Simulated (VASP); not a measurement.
Output of a VASP run:

**OUTCAR**
```
 ion  position               nearest neighbor table
   1  0.333  0.667  0.250-   2 2.53   2 2.53   2 2.53   2 2.53   2 2.53   2 2.53
   2  0.667  0.333  0.750-   1 2.53   1 2.53   1 2.53   1 2.53   1 2.53   1 2.53
  LATTYP: Found a hexagonal cell.
 ALAT       =     2.5478133155
 C/A-ratio  =     1.6140049282
 Subroutine PRICEL returns:
 Original cell was already a primitive cell.
 Subroutine GETGRP returns: Found 24 space group operations
The static configuration has the point symmetry D_3d.
 The point group associated with its full space group is D_6h.
The dynamic configuration has the point symmetry D_3d.
The overall configuration has the point symmetry D_3d.
 Subroutine INISYM returns: Found 24 space group operations
 Subroutine IBZKPT returns following result:
 Found    222 irreducible k-points:

 Following reciprocal coordinates:
            Coordinates               Weight
  0.000000  0.000000  0.000000      1.000000
  0.055556  0.000000  0.000000      6.000000
  0.111111  0.000000  0.000000      6.000000
  0.166667  0.000000  0.000000      6.000000
  0.222222  0.000000  0.000000      6.000000
  0.277778  0.000000  0.000000      6.000000
  0.333333  0.000000  0.000000      6.000000
  0.388889 -0.000000  0.000000      6.000000
  0.444444  0.000000  0.000000      6.000000
  0.500000 -0.000000  0.000000      3.000000
  0.055556  0.055556  0.000000      6.000000
  0.111111  0.055556  0.000000     12.000000
  0.166667  0.055556  0.000000     12.000000
  0.222222  0.055556  0.000000     12.000000
  0.277778  0.055556  0.000000     12.000000
  0.333333  0.055556  0.000000     12.000000
  0.388889  0.055556  0.000000     12.000000
  0.444444  0.055556  0.000000     12.000000
  0.111111  0.111111  0.000000      6.000000
  0.166667  0.111111  0.000000     12.000000
  0.222222  0.111111  0.000000     12.000000
  0.277778  0.111111  0.000000     12.000000
  0.333333  0.111111  0.000000     12.000000
  0.388889  0.111111  0.000000     12.000000
  0.444444  0.111111  0.000000      6.000000
  0.166667  0.166667  0.000000      6.000000
  0.222222  0.166667  0.000000     12.000000
  0.277778  0.166667  0.000000     12.000000
  0.333333  0.166667  0.000000     12.000000
  0.388889  0.166667  0.000000     12.000000
  0.222222  0.222222  0.000000      6.000000
  0.277778  0.222222  0.000000     12.000000
  0.333333  0.222222  0.000000     12.000000
  0.388889  0.222222  0.000000      6.000000
  0.277778  0.277778  0.000000      6.000000
  0.333333  0.277778  0.000000     12.000000
  0.333333  0.333333  0.000000      2.000000
  0.000000  0.000000  0.100000      2.000000
  0.055556  0.000000  0.100000     12.000000
  0.111111  0.000000  0.100000     12.000000
   k-points           NKPTS =    222   k-points in BZ     NKDIM =    222   number of bands    NBANDS=     15
   number of dos      NEDOS =    601   number of ions     NIONS =      2
   total plane-waves  NPLWV =  12800
   dimension x,y,z NGX =    20 NGY =   20 NGZ =   32
   dimension x,y,z NGXF=    40 NGYF=   40 NGZF=   64
   ions per type =               2
   PREC   = accura    normal or accurate (medium, high low for compatibility)
   ISTART =      0    job   : 0-new  1-cont  2-samecut
   ICHARG =      2    charge: 1-file 2-atom 10-const
   ISPIN  =      2    spin polarized calculation?
   LNONCOLLINEAR =      F non collinear calculations
   LSORBIT =      F    spin-orbit coupling
   INIWAV =      1    electr: 0-lowe 1-rand  2-diag
   ENCUT  =  520.0 eV  38.22 Ry    6.18 a.u.   4.74  4.74  7.65*2*pi/ulx,y,z
   NELM   =    100;   NELMIN=  2; NELMDL= -5     # of ELM steps
   EDIFF  = 0.1E-06   stopping-criterion for ELM
   LREAL  =      F    real-space projection
   NLSPLINE    = F    spline interpolate recip. space projectors
   LMAXMIX     =    4 max onsite mixed and CHGCAR
   VOSKOWN=      0    Vosko Wilk Nusair interpolation
   EDIFFG = 0.1E-05   stopping-criterion for IOM
...
```

OSZICAR:
```
       N       E                     dE             d eps       ncg     rms          rms(c)
DAV:   1     0.881477783225E+02    0.88148E+02   -0.83357E+03 13448   0.156E+03
DAV:   2    -0.671341955173E+01   -0.94861E+02   -0.87895E+02 13341   0.255E+02
DAV:   3    -0.897953942919E+01   -0.22661E+01   -0.22023E+01 16008   0.558E+01
DAV:   4    -0.901497589429E+01   -0.35436E-01   -0.35419E-01 19204   0.532E+00
DAV:   5    -0.901525510543E+01   -0.27921E-03   -0.27904E-03 16552   0.460E-01    0.124E+01
DAV:   6    -0.788555983660E+01    0.11297E+01   -0.12072E+01 14363   0.690E+01    0.701E+00
DAV:   7    -0.742828190046E+01    0.45728E+00   -0.19486E+00 14741   0.271E+01    0.321E+00
DAV:   8    -0.742063004165E+01    0.76519E-02   -0.27623E-02 17920   0.169E+00    0.154E+00
DAV:   9    -0.740940619690E+01    0.11224E-01   -0.65449E-03 18752   0.128E+00    0.499E-01
DAV:  10    -0.740925103822E+01    0.15516E-03   -0.14428E-03 17087   0.492E-01    0.159E-01
DAV:  11    -0.740916527456E+01    0.85764E-04   -0.21512E-04 17882   0.209E-01    0.386E-02
DAV:  12    -0.740919298715E+01   -0.27713E-04   -0.12879E-05 16485   0.513E-02    0.156E-02
DAV:  13    -0.740919909301E+01   -0.61059E-05   -0.10720E-05 14854   0.426E-02    0.841E-03
DAV:  14    -0.740919917416E+01   -0.81146E-07   -0.48176E-07 16226   0.733E-03
   1 F= -.74091992E+01 E0= -.74091992E+01  d E =0.000000E+00  mag=     3.1444
```

**OUTCAR**
```
------------------------ aborting loop because EDIFF is reached ----------------------------------------
  FORCE on cell =-STRESS in cart. coord.  units (eV):
  Direction    XX          YY          ZZ          XY          YZ          ZX
  --------------------------------------------------------------------------------------
  Total       -0.0634584     -0.0634584     -0.1030203     -0.0000000      0.0000000      0.0000000
  in kB       -4.3980609     -4.3980619     -7.1399509     -0.0000000      0.0000000      0.0000000
  external PRESSURE =      -5.3120246 kB  Pullay stress =       0.0000000 kB
  volume of cell :       23.12
      direct lattice vectors                 reciprocal lattice vectors
     1.273906551 -2.206471117  0.000000000     0.392493468 -0.226606184  0.000000000
     1.273906551  2.206471117  0.000000000     0.392493468  0.226606184  0.000000000
     0.000000000  0.000000000  4.112183247     0.000000000  0.000000000  0.243179824
 POSITION                                       TOTAL-FORCE (eV/Angst)
 -----------------------------------------------------------------------------------
      1.27391      0.73549      1.02805        -0.000000     -0.000000      0.000000
      1.27391     -0.73549      3.08414         0.000000      0.000000      0.000000
 -----------------------------------------------------------------------------------
    total drift:                               -0.000025      0.000011     -0.000029
  FREE ENERGIE OF THE ION-ELECTRON SYSTEM (eV)
  ---------------------------------------------------
  free  energy   TOTEN  =        -7.4091991742 eV

  energy  without entropy=       -7.4091991742  energy(sigma->0) =       -7.40919917

 total charge

# of ion       s       p       d       tot
------------------------------------------
    1        0.455   0.444   7.286   8.186
    2        0.455   0.444   7.286   8.186
--------------------------------------------------
tot          0.910   0.889  14.572  16.371

 magnetization (x)

# of ion       s       p       d       tot
------------------------------------------
    1       -0.013  -0.048   1.669   1.608
    2       -0.013  -0.048   1.669   1.608
--------------------------------------------------
tot         -0.025  -0.097   3.338   3.216
```
(Selected blocks of OUTCAR.)

### POSCAR
```
Co
1
    1.2739065507    -2.2064711171     0.0000000000
    1.2739065507     2.2064711171     0.0000000000
    0.0000000000     0.0000000000     4.1121832472
Co
2
Direct
  0.3333330000   0.6666670000   0.2500000000
  0.6666670000   0.3333330000   0.7500000000
```

### Question
Write an INCAR and KPOINTS that could have produced this output.

### Answer
This is not unique; one that fits is the input of the run itself, vdW-DF2, plane waves, VASP's PBE PAW potentials (set 64).

INCAR:
```
AGGAC = 0.0
ALGO = Normal
EDIFF = 1E-7
ENCUT = 520
GGA = ML
ISIF = 2
ISMEAR = -5
ISPIN = 2
LASPH = .TRUE.
LCHARG = .TRUE.
LMAXMIX = 4
LORBIT = 11
LREAL = .FALSE.
LUSE_VDW = .TRUE.
LWAVE = .FALSE.
MAGMOM = 2*1.6
NEDOS = 601
NELM = 100
PREC = Accurate
SYSTEM = Co
ZAB_VDW = -1.8867
```

### KPOINTS
```
Automatic mesh
0
Gamma
18 18 10
0 0 0
```

POTCAR, in this order: Co (PBE.64 set). Program: vasp_std.

For a metal the tetrahedron method with Blöchl corrections gives inexact stress and forces.

The compound is Co in the hcp structure. It was relaxed first.
